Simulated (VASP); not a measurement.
# What goes wrong when MnCuAs is relaxed with a bad input, part 2 of 3

Some relaxations of MnCuAs get a fault in the input on purpose. Which of them show, and how? The starting structure is a computed structure from the Materials Project. The first relaxation on each setting starts from this cell expanded by 3 % in volume.

VASP 6.6.1.

Results so far: reference 13.49 Å³ an atom.

## Step 3: Relaxation with a loose energy criterion for the relaxation

Level of this step: PBEsol, spin-polarised from an antiferromagnetic start; plane waves and PAW (As, Cu, Mn_pv) (VASP).

A slip made on purpose: a loose energy criterion for the relaxation. Against step 2 the input has EDIFFG = 0.1 (also changed: NELM).

The input, INCAR:

```
SYSTEM = MnCuAs
PREC = Accurate
ENCUT = 450
EDIFF = 1E-06
NELM = 60
ISMEAR = 1
SIGMA = 0.15
LREAL = .FALSE.
ALGO = Normal
GGA = PS
NBANDS = 38
ISPIN = 2
MAGMOM = 0 0 0.6 -0.6 4 -4
LASPH = .TRUE.
LMAXMIX = 4
LORBIT = 11
LWAVE = .FALSE.
LCHARG = .FALSE.
KPAR = 8
IBRION = 2
NSW = 50
ISIF = 3
EDIFFG = 0.1
```

The input, POSCAR:

```
MnCuAs
1.0
    3.7361220061      0.0000000000      0.0000000000
    0.0000000000      3.7361220061      0.0000000000
    0.0000000000      0.0000000000      6.4718758495
As Cu Mn
2 2 2
Direct
    0.5000000000      0.0000000000      0.2237540000
    0.0000000000      0.5000000000      0.7762460000
    0.5000000000      0.5000000000      0.5000000000
    0.0000000000      0.0000000000      0.5000000000
    0.5000000000      0.0000000000      0.8359800000
    0.0000000000      0.5000000000      0.1640200000
```

The input, KPOINTS:

```
Automatic mesh
0
Gamma
8 8 6
0 0 0
```

Potentials, in the order of the species: As, Cu and Mn_pv (PBE family, release 64).

The run is started by

```bash
mpirun -np 8 vasp_std
```

Output:

```text
[banner, memory and clock lines left out]
running    8 mpi-ranks, on    1 nodes
[...]
[... a notice as in an earlier step ...]

 [... a notice as in an earlier step ...]

 LDA part: xc-table for (Slater+PW92), standard interpolation
 POSCAR, INCAR and KPOINTS ok, starting setup
[...]
entering main loop
       N       E                     dE             d eps       ncg     rms          rms(c)
DAV:   1     0.528094785456E+03    0.52809E+03   -0.27088E+04 16768   0.182E+03
DAV:   2     0.725044236146E+01   -0.52084E+03   -0.50472E+03 15290   0.455E+02
DAV:   3    -0.401480361996E+02   -0.47398E+02   -0.44256E+02 17640   0.154E+02
DAV:   4    -0.426491969693E+02   -0.25012E+01   -0.24709E+01 21608   0.359E+01
[...]
DAV:  14    -0.382855330583E+02    0.14514E-05   -0.23859E-05 25590   0.113E-01    0.142E-02
DAV:  15    -0.382855352985E+02   -0.22401E-05   -0.55960E-06 15678   0.209E-02    0.725E-03
DAV:  16    -0.382855351414E+02    0.15709E-06   -0.87326E-07  8974   0.247E-02
[...]
DAV:  13    -0.385363739891E+02    0.38367E-06   -0.10395E-06  9458   0.102E-02
   2 F= -.38536374E+02 E0= -.38536461E+02  d E =-.250839E+00  mag=    -0.0000
 trial-energy change:   -0.250839  1 .order   -0.228896   -0.608010    0.150218
 step:   0.8268(harm=  0.8019)  dis= 0.01397  next Energy=   -38.549272 (dE=-0.264E+00)
[...]
N       E                     dE             d eps       ncg     rms          rms(c)
DAV:   1    -0.390587928143E+02   -0.52242E+00   -0.78223E+00 16116   0.413E+01    0.642E+00
DAV:   2    -0.388043796640E+02    0.25441E+00   -0.49941E+00 15856   0.295E+01    0.598E+00
DAV:   3    -0.385882172115E+02    0.21616E+00   -0.93877E-01 19832   0.129E+01    0.169E+00
DAV:   4    -0.385608190705E+02    0.27398E-01   -0.20691E-01 20144   0.122E+01    0.859E-01
[...]
DAV:   8    -0.385500897786E+02    0.36143E-04   -0.28416E-04 21656   0.205E-01    0.265E-02
DAV:   9    -0.385500908524E+02   -0.10738E-05   -0.35417E-05 20010   0.473E-02    0.103E-02
DAV:  10    -0.385500913216E+02   -0.46925E-06   -0.30240E-06 14136   0.212E-02
   3 F= -.38550091E+02 E0= -.38550395E+02  d E =-.264556E+00  mag=     0.0000
[...]
reached required accuracy - stopping structural energy minimisation
```

Elapsed: 1.8 min, on 8 MPI ranks of Intel Xeon 6975P-C (Granite Rapids), shared host; peak memory 4.5 GiB.

Parts of OUTCAR (step 3):

```text
  Total        0.0387294      0.0387120      0.3838066      0.0000000      0.0000000      0.0000000
  in kB        0.7592447      0.7589036      7.5240716      0.0000000      0.0000000      0.0000000
  external PRESSURE =       3.0140733 kB  Pullay stress =       0.0000000 kB

 POSITION                                       TOTAL-FORCE (eV/Angst)
 -----------------------------------------------------------------------------------
      1.81113      0.00000      1.39877         0.000000      0.000000     -0.181296
      0.00000      1.81113      4.83012         0.000000      0.000000      0.181296
      1.81113      1.81113      3.11444         0.000000      0.000000      0.000001
      0.00000      0.00000      3.11445         0.000000      0.000000     -0.000001
      1.81113      0.00000      5.22054         0.000000      0.000000      0.522857
      0.00000      1.81113      1.00835         0.000000      0.000000     -0.522857
 -----------------------------------------------------------------------------------
    total drift:                                0.000000      0.000000      0.000000

  FREE ENERGIE OF THE ION-ELECTRON SYSTEM (eV)
  ---------------------------------------------------
  free  energy   TOTEN  =       -38.5500913216 eV

  energy  without entropy=      -38.5510036870  energy(sigma->0) =      -38.55039544

 magnetization (x)
# of ion       s       p       d       tot
------------------------------------------
    1       -0.008   0.016  -0.004   0.004
    2        0.008  -0.016   0.004  -0.004
    3        0.000  -0.000  -0.000  -0.000
    4       -0.000   0.000   0.000   0.000
    5        0.031   0.038   3.130   3.198
    6       -0.031  -0.038  -3.130  -3.198
--------------------------------------------------
tot          0.000   0.000  -0.000  -0.000

[... 2 parts as in an earlier step ...]

[... 2 further parts left out ...]
[key lines of the parts left out:]
E-fermi :   8.6830
```

With a loose energy criterion for the relaxation the cell ends at 13.621 Å³ an atom, +0.96 % from the reference, a by +1.2 % and c by -1.5 %.

## Step 4: Relaxation with too few ionic steps

A slip made on purpose: too few ionic steps. Against step 2 the input has NSW = 2 (also changed: NELM).

Edit INCAR of step 3 so:

```diff
@@ -20,4 +20,4 @@
 IBRION = 2
-NSW = 50
+NSW = 2
 ISIF = 3
-EDIFFG = 0.1
+EDIFFG = -0.006
```

POSCAR is that of step 3.

KPOINTS is that of step 3.

The run is started by

```bash
mpirun -np 8 vasp_std
```

Output:

```text
[... set-up lines as in an earlier step ...]
 entering main loop
       N       E                     dE             d eps       ncg     rms          rms(c)
[... 16 cycles as in an earlier step ...]
   1 F= -.38285535E+02 E0= -.38286761E+02  d E =-.382855E+02  mag=    -0.0000
[...]
N       E                     dE             d eps       ncg     rms          rms(c)
[... 13 cycles as in an earlier step ...]
   2 F= -.38536374E+02 E0= -.38536461E+02  d E =-.250839E+00  mag=    -0.0000
 trial-energy change:   -0.250839  1 .order   -0.228896   -0.608010    0.150218
 step:   0.8268(harm=  0.8019)  dis= 0.01397  next Energy=   -38.549272 (dE=-0.264E+00)
```

The job ended after 80 s (8 MPI ranks; peak memory 4.5 GiB).

Parts of OUTCAR (step 4):

```text
  Total        1.1018011      1.1017831      1.8592312      0.0000000      0.0000000      0.0000000
  in kB       22.0672725     22.0669121     37.2373586      0.0000000      0.0000000      0.0000000
  external PRESSURE =      27.1238478 kB  Pullay stress =       0.0000000 kB

 POSITION                                       TOTAL-FORCE (eV/Angst)
 -----------------------------------------------------------------------------------
      1.79920      0.00000      1.38845         0.000000      0.000000     -0.262768
      0.00000      1.79920      4.78953         0.000000      0.000000      0.262768
      1.79920      1.79920      3.08899         0.000000      0.000000      0.000001
      0.00000      0.00000      3.08899         0.000000      0.000000     -0.000001
      1.79920      0.00000      5.18079         0.000000      0.000000      0.556386
      0.00000      1.79920      0.99718         0.000000      0.000000     -0.556386
 -----------------------------------------------------------------------------------
    total drift:                                0.000000     -0.000000      0.000000

  FREE ENERGIE OF THE ION-ELECTRON SYSTEM (eV)
  ---------------------------------------------------
  free  energy   TOTEN  =       -38.5363739891 eV

  energy  without entropy=      -38.5366353481  energy(sigma->0) =      -38.53646111

 magnetization (x)
# of ion       s       p       d       tot
------------------------------------------
    1       -0.008   0.015  -0.004   0.003
    2        0.008  -0.015   0.004  -0.003
    3        0.000   0.000  -0.000  -0.000
    4       -0.000  -0.000   0.000   0.000
    5        0.030   0.037   3.041   3.109
    6       -0.030  -0.037  -3.041  -3.109
--------------------------------------------------
tot         -0.000   0.000  -0.000  -0.000

[... 1 part as in an earlier step ...]

[... 2 further parts left out ...]
[key lines of the parts left out:]
E-fermi :   8.9413
```

The relaxation used up its 2 ionic steps (NSW) before forces and stress met EDIFFG.

## Step 5: Relaxation with one electron too many

A slip made on purpose: one electron too many. Against step 2 the input has NELECT = 59 (also changed: NELM).

Edit INCAR of step 4 so:

```diff
@@ -20,4 +20,5 @@
 IBRION = 2
-NSW = 2
+NSW = 50
 ISIF = 3
 EDIFFG = -0.006
+NELECT = 59
```

POSCAR is that of step 4.

KPOINTS is that of step 4.

The run is started by

```bash
mpirun -np 8 vasp_std
```

Output:

```text
[... set-up lines as in an earlier step ...]
 entering main loop
       N       E                     dE             d eps       ncg     rms          rms(c)
DAV:   1     0.549095458341E+03    0.54910E+03   -0.27346E+04 16768   0.184E+03
DAV:   2     0.179501963046E+02   -0.53115E+03   -0.51521E+03 15290   0.463E+02
DAV:   3    -0.309186045328E+02   -0.48869E+02   -0.45561E+02 17640   0.158E+02
DAV:   4    -0.335284194193E+02   -0.26098E+01   -0.25708E+01 21608   0.367E+01
DAV:   5    -0.335977846526E+02   -0.69365E-01   -0.69333E-01 19344   0.614E+00BRMIX: very serious problems
 the old and the new charge density differ
 old charge density:    58.00000 new   59.00001
BRMIX: very serious problems
 the old and the new charge density differ
 old charge density:    58.00000 new   59.00001
BRMIX: very serious problems
 the old and the new charge density differ
 old charge density:    58.00000 new   59.00001
BRMIX: very serious problems
 the old and the new charge density differ
 old charge density:    58.00000 new   59.00001
BRMIX: very serious problems
 the old and the new charge density differ
[...]
3 F= -.30898453E+02 E0= -.30899615E+02  d E =-.429954E+00  mag=     0.0000
   4 F= -.30898372E+02 E0= -.30899487E+02  d E =-.429873E+00  mag=    -0.0000
   5 F= -.30898956E+02 E0= -.30900027E+02  d E =-.584528E-03  mag=    -0.0000
   6 F= -.30900419E+02 E0= -.30901379E+02  d E =-.204718E-02  mag=     0.0000
   7 F= -.30901925E+02 E0= -.30902681E+02  d E =-.355274E-02  mag=     0.0000
   8 F= -.30901985E+02 E0= -.30902675E+02  d E =-.361276E-02  mag=    -0.0000
   9 F= -.30901959E+02 E0= -.30902760E+02  d E =0.254766E-04  mag=     0.0000
  10 F= -.30902175E+02 E0= -.30902919E+02  d E =-.190692E-03  mag=    -0.0000
  11 F= -.30902173E+02 E0= -.30902913E+02  d E =-.188324E-03  mag=    -0.0000
  12 F= -.30902315E+02 E0= -.30903064E+02  d E =-.141771E-03  mag=    -0.0000
  13 F= -.30902347E+02 E0= -.30903099E+02  d E =-.174307E-03  mag=    -0.0000
  14 F= -.30902282E+02 E0= -.30903026E+02  d E =-.109567E-03  mag=     0.0000
  15 F= -.30902348E+02 E0= -.30903100E+02  d E =-.175328E-03  mag=     0.0000
[...]
hard stop encountered!  aborting job ...
[...]
|     The electronic self-consistency was not achieved in the given           |
[...]
soft stop encountered!  aborting job ...
  16 F= -.30902542E+02 E0= -.30903263E+02  d E =0.216345E-02  mag=    -0.0000
 deleting file STOPCAR
```

Wall time 6.7 min (8 MPI ranks); peak memory 4.5 GiB.

Logs of long relaxations may skip ionic steps without a mark.

The run was stopped at its time limit, after 16 ionic steps.

## Step 6: Relaxation with low precision and a small cutoff

A slip made on purpose: low precision and a small cutoff. Against step 2 the input has PREC = Low and ENCUT = 240 (also changed: NELM).

Edit INCAR of step 5 so:

```diff
@@ -1,4 +1,4 @@
 SYSTEM = MnCuAs
-PREC = Accurate
-ENCUT = 450
+PREC = Low
+ENCUT = 240
 EDIFF = 1E-06
@@ -23,2 +23 @@
 EDIFFG = -0.006
-NELECT = 59
```

POSCAR is that of step 5.

KPOINTS is that of step 5.

The run is started by

```bash
mpirun -np 8 vasp_std
```

Output:

```text
[... set-up lines as in an earlier step ...]
 entering main loop
       N       E                     dE             d eps       ncg     rms          rms(c)
DAV:   1     0.383613784734E+03    0.38361E+03   -0.19514E+04 17976   0.109E+03
DAV:   2    -0.134171587826E+02   -0.39703E+03   -0.38146E+03 15416   0.340E+02
DAV:   3    -0.413804738052E+02   -0.27963E+02   -0.26556E+02 18312   0.102E+02
DAV:   4    -0.424434042778E+02   -0.10629E+01   -0.10563E+01 18168   0.205E+01
[...]
DAV:  14    -0.377088787404E+02    0.86500E-06   -0.21229E-05 22986   0.866E-02    0.154E-02
DAV:  15    -0.377088809209E+02   -0.21805E-05   -0.63982E-06 15966   0.270E-02    0.732E-03
DAV:  16    -0.377088808370E+02    0.83865E-07   -0.10748E-06  8950   0.226E-02
   1 F= -.37708881E+02 E0= -.37710156E+02  d E =-.377089E+02  mag=     0.0000
[... from here on, the cycles between the ionic steps are left out ...]
   2 F= -.31341180E+02 E0= -.31339639E+02  d E =0.636770E+01  mag=    -0.0000
   3 F= -.39304356E+02 E0= -.39304491E+02  d E =-.159547E+01  mag=    -0.0000
[...]
7 F= -.39373161E+02 E0= -.39372862E+02  d E =-.674029E-01  mag=    -0.0000
   8 F= -.39388641E+02 E0= -.39388358E+02  d E =-.154802E-01  mag=    -0.0000
   9 F= -.39388706E+02 E0= -.39388418E+02  d E =-.155448E-01  mag=     0.0000
  10 F= -.39390858E+02 E0= -.39390614E+02  d E =-.215163E-02  mag=    -0.0000
  11 F= -.39391421E+02 E0= -.39391161E+02  d E =-.271467E-02  mag=    -0.0000
  12 F= -.39392760E+02 E0= -.39392538E+02  d E =-.133902E-02  mag=     0.0000
  13 F= -.39392869E+02 E0= -.39392661E+02  d E =-.144879E-02  mag=    -0.0000
  14 F= -.39392871E+02 E0= -.39392663E+02  d E =-.145045E-02  mag=    -0.0000
  15 F= -.39392872E+02 E0= -.39392666E+02  d E =-.145087E-02  mag=    -0.0000
  16 F= -.39392858E+02 E0= -.39392648E+02  d E =0.135645E-04  mag=     0.0000
  17 F= -.39392875E+02 E0= -.39392668E+02  d E =-.333807E-05  mag=    -0.0000
  18 F= -.39392875E+02 E0= -.39392668E+02  d E =-.323905E-05  mag=    -0.0000
  19 F= -.39392875E+02 E0= -.39392668E+02  d E =-.328100E-05  mag=    -0.0000
  20 F= -.39392878E+02 E0= -.39392668E+02  d E =-.298765E-05  mag=     0.0000
 trial-energy change:   -0.000003  1 .order   -0.000004   -0.000006   -0.000002
 step:   1.4221(harm=  1.4221)  dis= 0.00047  next Energy=   -39.392880 (dE=-0.469E-05)
 reached required accuracy - stopping structural energy minimisation
```

Wall time 2 min (8 MPI ranks); peak memory 2 GiB; 16 min of CPU time.

From OUTCAR (step 6):

```text
  Total       -0.0116903     -0.0116888      0.0222517      0.0000000      0.0000000      0.0000000
  in kB       -0.2466160     -0.2465841      0.4694175      0.0000000      0.0000000      0.0000000
  external PRESSURE =      -0.0079275 kB  Pullay stress =       0.0000000 kB

 POSITION                                       TOTAL-FORCE (eV/Angst)
 -----------------------------------------------------------------------------------
      1.75201      0.00000      1.37333         0.000000      0.000000     -0.001120
      0.00000      1.75201      4.81225         0.000000      0.000000      0.001120
      1.75201      1.75201      3.09279         0.000000      0.000000     -0.000000
      0.00000      0.00000      3.09279         0.000000      0.000000      0.000000
      1.75201      0.00000      5.25947         0.000000      0.000000     -0.000296
      0.00000      1.75201      0.92611         0.000000      0.000000      0.000296
 -----------------------------------------------------------------------------------
    total drift:                                0.000000      0.000000     -0.000000

  FREE ENERGIE OF THE ION-ELECTRON SYSTEM (eV)
  ---------------------------------------------------
  free  energy   TOTEN  =       -39.3928778427 eV

  energy  without entropy=      -39.3922490382  energy(sigma->0) =      -39.39266824

 magnetization (x)
# of ion       s       p       d       tot
------------------------------------------
    1        0.006  -0.017   0.004  -0.007
    2       -0.006   0.017  -0.004   0.007
    3       -0.000  -0.000   0.000  -0.000
    4        0.000   0.000  -0.000   0.000
    5       -0.028  -0.036  -2.711  -2.774
    6        0.028   0.036   2.711   2.774
--------------------------------------------------
tot          0.000   0.000   0.000   0.000

[... 2 parts as in an earlier step ...]

[... 2 further parts left out ...]
[key lines of the parts left out:]
E-fermi :   9.5049
```

With low precision and a small cutoff the cell ends at 12.658 Å³ an atom, -6.18 % from the reference.

[end of part 2 of 3]

[Lines on the potential files, build, host, timing and source positions are cut from VASP's logs without a mark.]

[Logs are printed without paths, hosts, clocks, repeated set-up lines and the standing remarks that a program may print on its own settings, such as how far it seeks lower states.]

[Hosts, paths, dates, database ids (printed as entryN), source tags and the programs' standing remarks are cut or masked in the printed files.]
